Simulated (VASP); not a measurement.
BaO (rock salt): the bulk modulus from VASP (plane waves, PAW) at several levels of theory. Static lattice, third-order Birch-Murnaghan fit over five volumes. The measured value holds thermal and zero-point effects that the static calculation lacks.

```
level        bulk modulus (GPa)  error against measurement
-----------  ------------------  -------------------------
LDA                        84.4                    +14.0 %
PBE                        67.9                     -8.3 %
PBEsol                     76.4                     +3.1 %
RPBE                       60.3                    -18.6 %
AM05                       72.1                     -2.6 %
PBE-D3(BJ)                 72.0                     -2.8 %
PBE-D4                     71.1                     -4.0 %
optB88-vdW                 74.1                     +0.0 %
rev-vdW-DF2                73.5                     -0.7 %
```

Measured: 74.1 GPa at 300 K (as given by Juan A. Santana et al., The Journal of Chemical Physics (2016), arXiv:1608.06321).

The cell of the LDA run:

Space group Fm-3m (No. 225); a = 5.482 Å, b = 5.482 Å, c = 5.482 Å, α = 90.00°, β = 90.00°, γ = 90.00°

```json
[
 {"atom": "Ba", "site": "4a", "symmetry": "m-3m", "x": "0.0000", "y": "0.0000", "z": "0.0000"},
 {"atom": "O", "site": "4b", "symmetry": "m-3m", "x": "0.5000", "y": "0.5000", "z": "0.5000"}
]
```
(The calculation used a cell of 2 atoms; values per cell refer to that cell.)

Only levels that ran to the end are used. Left out are those held back, those with too coarse a band path, GW runs whose mesh misses a band edge, hybrids' fits of cells that aren't cubic and levels without matching references; a question may draw on a part of the rest.

The compound is BaO in the rock salt structure.
